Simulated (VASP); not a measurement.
Runs of VASP 6.6.1 on OInBr2H. The cell holds a molecule in a box, 5 atoms: a = 13.000 Å, b = 13.000 Å, c = 12.000 Å, α = 90.00°, β = 90.00°, γ = 90.00°. 

| task | level | cell | gap on the mesh (eV) | largest force (eV/Å) |
| --- | --- | --- | --- | --- |
| atomic charges | PBE+TS | as given | 3.87 | (a) |
| relaxation of the atoms | PBE | atoms relaxed from: atoms moved at random, drawn with an rms of 0.02 Å | 3.69 | 0.01 |
| electron localisation function | PBE | as given | 3.87 | 0.73 |
| relaxation of the atoms | revPBE | atoms relaxed | 3.65 | 0.01 |
| single point | PBE | as given | 3.87 | 0.73 |
| single point | PBE | atoms moved at random, drawn with an rms of 0.05 Å | 3.86 | 2.66 |

Alike in all rows: potentials or basis VASP PAW PBE potentials, release 64 (O, In_d, Br, H); no spin polarisation; k mesh 1 × 1 × 1; cutoff (eV) 520; smearing gaussian 0.01 eV.

Task: Fill in the values left out.

Result: (a) 0.72.

Caveats: spin-orbit coupling is left out, which moves the levels of the heavy elements; the PAW data sets were made with another functional, which shifts forces and pressure a little (some runs).

A k mesh can miss the band edges, and the runs leave out spin-orbit coupling on Br, In.
